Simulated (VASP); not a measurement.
Method: PBE GGA, VASP's PBE PAW potentials (set 64) (plane waves; VASP 6.6.1).

VASP input:

**KPOINTS**
```
Automatic mesh
0
G
  13 13 13
```

File POSCAR:
```
Pb
1.0
  0.0000000000   2.4394747487   2.4394747487
  2.4394747487   0.0000000000   2.4394747487
  2.4394747487   2.4394747487   0.0000000000
Pb
1
Cart
  0.0000000000   0.0000000000   0.0000000000
```

### INCAR
```
# general
SYSTEM  = Pb
PREC    = Accurate
ENCUT   = 500
LREAL   = .False.
LASPH   = .True.

# electronic loop
EDIFF   = 1E-6
NELM    = 100
ALGO    = Normal
LMAXMIX = 4

# smearing
ISMEAR  = 1
SIGMA   = 0.1

# functional
GGA     = PE

# ions
IBRION  = 2
NSW     = 40
ISIF    = 3
EDIFFG  = -0.02
PSTRESS = 50

# output
LWAVE   = .False.
LCHARG  = .False.
```

POTCAR, in this order: Pb_d (PBE.64 set). Program: vasp_std.

Output

**OUTCAR**
```
 ion  position               nearest neighbor table
   1  0.000  0.000  0.000-
  LATTYP: Found a face centered cubic cell.
 ALAT       =     4.8789494974
 Subroutine PRICEL returns:
 Original cell was already a primitive cell.
 Subroutine GETGRP returns: Found 48 space group operations
The static configuration has the point symmetry O_h .
The dynamic configuration has the point symmetry O_h .
 Subroutine INISYM returns: Found 48 space group operations
 Subroutine IBZKPT returns following result:
 Found     84 irreducible k-points:

 Following reciprocal coordinates:
            Coordinates               Weight
  0.000000  0.000000  0.000000      1.000000
  0.076923  0.000000  0.000000      8.000000
  0.153846  0.000000  0.000000      8.000000
  0.230769  0.000000  0.000000      8.000000
  0.307692  0.000000  0.000000      8.000000
  0.384615  0.000000  0.000000      8.000000
  0.461538  0.000000  0.000000      8.000000
  0.076923  0.076923  0.000000      6.000000
  0.153846  0.076923  0.000000     24.000000
  0.230769  0.076923  0.000000     24.000000
  0.307692  0.076923  0.000000     24.000000
  0.384615  0.076923  0.000000     24.000000
  0.461538  0.076923  0.000000     24.000000
 -0.461538  0.076923  0.000000     24.000000
 -0.384615  0.076923  0.000000     24.000000
 -0.307692  0.076923  0.000000     24.000000
 -0.230769  0.076923  0.000000     24.000000
 -0.153846  0.076923  0.000000     24.000000
 -0.076923  0.076923  0.000000     12.000000
  0.153846  0.153846  0.000000      6.000000
  0.230769  0.153846  0.000000     24.000000
  0.307692  0.153846  0.000000     24.000000
  0.384615  0.153846  0.000000     24.000000
  0.461538  0.153846  0.000000     24.000000
 -0.461538  0.153846  0.000000     24.000000
 -0.384615  0.153846  0.000000     24.000000
 -0.307692  0.153846  0.000000     24.000000
 -0.230769  0.153846  0.000000     24.000000
 -0.153846  0.153846  0.000000     12.000000
  0.230769  0.230769  0.000000      6.000000
  0.307692  0.230769  0.000000     24.000000
  0.384615  0.230769  0.000000     24.000000
  0.461538  0.230769  0.000000     24.000000
 -0.461538  0.230769  0.000000     24.000000
 -0.384615  0.230769  0.000000     24.000000
 -0.307692  0.230769  0.000000     24.000000
 -0.230769  0.230769  0.000000     12.000000
  0.307692  0.307692  0.000000      6.000000
  0.384615  0.307692  0.000000     24.000000
  0.461538  0.307692  0.000000     24.000000
   k-points           NKPTS =     84   k-points in BZ     NKDIM =     84   number of bands    NBANDS=     11
   number of dos      NEDOS =    301   number of ions     NIONS =      1
   total plane-waves  NPLWV =  21952
   dimension x,y,z NGX =    28 NGY =   28 NGZ =   28
   dimension x,y,z NGXF=    56 NGYF=   56 NGZF=   56
   ions per type =               1
   PREC   = accura    normal or accurate (medium, high low for compatibility)
   ISTART =      0    job   : 0-new  1-cont  2-samecut
   ICHARG =      2    charge: 1-file 2-atom 10-const
   ISPIN  =      1    spin polarized calculation?
   LNONCOLLINEAR =      F non collinear calculations
   LSORBIT =      F    spin-orbit coupling
   INIWAV =      1    electr: 0-lowe 1-rand  2-diag
   ENCUT  =  500.0 eV  36.75 Ry    6.06 a.u.   6.29  6.29  6.29*2*pi/ulx,y,z
   NELM   =    100;   NELMIN=  2; NELMDL= -5     # of ELM steps
   EDIFF  = 0.1E-05   stopping-criterion for ELM
   LREAL  =      F    real-space projection
   NLSPLINE    = F    spline interpolate recip. space projectors
   LMAXMIX     =    4 max onsite mixed and CHGCAR
   VOSKOWN=      0    Vosko Wilk Nusair interpolation
...
```

### OSZICAR
```
       N       E                     dE             d eps       ncg     rms          rms(c)
DAV:   1     0.102522323694E+03    0.10252E+03   -0.73616E+03  1851   0.148E+03
DAV:   2     0.100424919907E+01   -0.10152E+03   -0.99601E+02  1908   0.327E+02
DAV:   3    -0.342849127018E+01   -0.44327E+01   -0.43832E+01  2237   0.801E+01
DAV:   4    -0.352961826826E+01   -0.10113E+00   -0.10110E+00  2234   0.130E+01
DAV:   5    -0.353413017260E+01   -0.45119E-02   -0.45118E-02  2333   0.250E+00    0.574E-01
DAV:   6    -0.352371238446E+01    0.10418E-01   -0.15788E-02  2250   0.248E+00    0.283E-01
DAV:   7    -0.352101890738E+01    0.26935E-02   -0.69285E-03  2205   0.156E+00    0.888E-02
DAV:   8    -0.352090934346E+01    0.10956E-03   -0.39969E-04  2259   0.383E-01    0.100E-02
DAV:   9    -0.352090485514E+01    0.44883E-05   -0.11185E-05  2407   0.642E-02    0.515E-03
DAV:  10    -0.352090306351E+01    0.17916E-05   -0.80541E-07  1215   0.120E-02    0.433E-04
DAV:  11    -0.352090312947E+01   -0.65956E-07   -0.17324E-07  1053   0.920E-03
   1 F= -.26147984E+01 E0= -.26148148E+01  d E =-.261480E+01
       N       E                     dE             d eps       ncg     rms          rms(c)
DAV:   1    -0.352297180810E+01   -0.20687E-02   -0.24664E-01  2169   0.112E+01    0.477E-01
DAV:   2    -0.351563299025E+01    0.73388E-02   -0.14344E-02  2133   0.270E+00    0.168E-01
DAV:   3    -0.351460113822E+01    0.10319E-02   -0.41134E-03  2364   0.138E+00    0.131E-02
DAV:   4    -0.351460643634E+01   -0.52981E-05   -0.48490E-05  1941   0.793E-02    0.751E-03
DAV:   5    -0.351461708873E+01   -0.10652E-04   -0.24040E-05  1925   0.430E-02    0.385E-03
DAV:   6    -0.351461667203E+01    0.41671E-06   -0.96275E-07  1435   0.195E-02
   2 F= -.26148608E+01 E0= -.26148628E+01  d E =-.624158E-04
       N       E                     dE             d eps       ncg     rms          rms(c)
DAV:   1    -0.351839219550E+01   -0.37751E-02   -0.37851E-02  2160   0.443E+00    0.185E-01
DAV:   2    -0.351728890025E+01    0.11033E-02   -0.21725E-03  2130   0.104E+00    0.655E-02
DAV:   3    -0.351713004790E+01    0.15885E-03   -0.63362E-04  2387   0.540E-01    0.516E-03
DAV:   4    -0.351712815931E+01    0.18886E-05   -0.71752E-06  1923   0.312E-02    0.299E-03
DAV:   5    -0.351712624191E+01    0.19174E-05   -0.39245E-06  1903   0.176E-02    0.157E-03
DAV:   6    -0.351712625847E+01   -0.16568E-07   -0.17865E-07   975   0.867E-03
   3 F= -.26149011E+01 E0= -.26149083E+01  d E =-.102662E-03
```

### OUTCAR
```
------------------------ aborting loop because EDIFF is reached ----------------------------------------
  FORCE on cell =-STRESS in cart. coord.  units (eV):
  Direction    XX          YY          ZZ          XY          YZ          ZX
  --------------------------------------------------------------------------------------
  Total        0.9028990      0.9028990      0.9028990      0.0000000      0.0000000     -0.0000000
  in kB       50.0373420     50.0373420     50.0373420      0.0000000      0.0000000     -0.0000000
  external PRESSURE =       0.0373420 kB  Pullay stress =      50.0000000 kB
  volume of cell :       28.91
      direct lattice vectors                 reciprocal lattice vectors
    -0.000000000  2.435988190  2.435988190    -0.205255511  0.205255511  0.205255511
     2.435988190 -0.000000000  2.435988190     0.205255511 -0.205255511  0.205255511
     2.435988190  2.435988190 -0.000000000     0.205255511  0.205255511 -0.205255511
 POSITION                                       TOTAL-FORCE (eV/Angst)
 -----------------------------------------------------------------------------------
      0.00000      0.00000      0.00000        -0.000000     -0.000000     -0.000000
 -----------------------------------------------------------------------------------
    total drift:                               -0.000000      0.000000      0.000000
  FREE ENERGIE OF THE ION-ELECTRON SYSTEM (eV)
  ---------------------------------------------------
  free  energy   TOTEN  =        -3.5171262585 eV

  energy  without entropy=       -3.5171478722  energy(sigma->0) =       -3.51713346
  enthalpy is  TOTEN    =        -2.6149010592 eV   P V=        0.9022251992

 reached required accuracy - stopping structural energy minimisation
```
(Selected blocks of OUTCAR.)

CONTCAR:
```
Pb
   1.00000000000000
    -0.0000000000000000    2.4359881897657516    2.4359881897657516
     2.4359881897657516   -0.0000000000000000    2.4359881897657516
     2.4359881897657516    2.4359881897657516   -0.0000000000000000
  Pb
     1
Direct
     0.0000000000000000    0.0000000000000000    0.0000000000000000
```

File OUTCAR:
```
 val. band max:        7.9365160591   @ k =  -0.2308   0.1538   0.0000

 cond. band min:       7.9775394944   @ k =  -0.3846   0.4615   0.0769


 Fermi energy:         7.9422615821

 k-point     1 :       0.0000    0.0000    0.0000
  band No.  band energies     occupation
      1      -9.2825      2.00000
      2      -9.2825      2.00000
      3      -9.2825      2.00000
      4      -9.1211      2.00000
      5      -9.1211      2.00000
      6      -4.2586      2.00000
      7      15.6303      0.00000
      8      15.6303      0.00000
      9      15.6303      0.00000
     10      17.6174      0.00000
     11      19.7837      0.00000

 k-point     2 :       0.0769    0.0000    0.0000
  band No.  band energies     occupation
      1      -9.2830      2.00000
      2      -9.2727      2.00000
      3      -9.2727      2.00000
      4      -9.1219      2.00000
      5      -9.1219      2.00000
      6      -4.1389      2.00000
      7      14.2197      0.00000
      8      15.4802      0.00000
      9      15.4802      0.00000
     10      17.4111      0.00000
     11      20.3056      0.00000

 k-point     3 :       0.1538    0.0000    0.0000
  band No.  band energies     occupation
      1      -9.2858      2.00000
      2      -9.2518      2.00000
      3      -9.2518      2.00000
      4      -9.1175      2.00000
      5      -9.1175      2.00000
      6      -3.7786      2.00000
      7      11.7493      0.00000
      8      15.1073      0.00000
      9      15.1073      0.00000
     10      17.1841      0.00000
     11      20.7840      0.00000

 k-point     4 :       0.2308    0.0000    0.0000
  band No.  band energies     occupation
      1      -9.2929      2.00000
      2      -9.2413      2.00000
      3      -9.2413      2.00000
      4      -9.0915      2.00000
      5      -9.0915      2.00000
      6      -3.1787      2.00000
      7       9.2606     -0.00000
      8      14.6499      0.00000
      9      14.6499      0.00000
...
```

Unless said otherwise, spin-orbit coupling is left out, though it shifts the bands of the heavy elements here.

The compound is Pb in the fcc structure. This run relaxes it under an external pressure of 5 GPa. Symmetry was kept, so distortions that lower it aren't found.
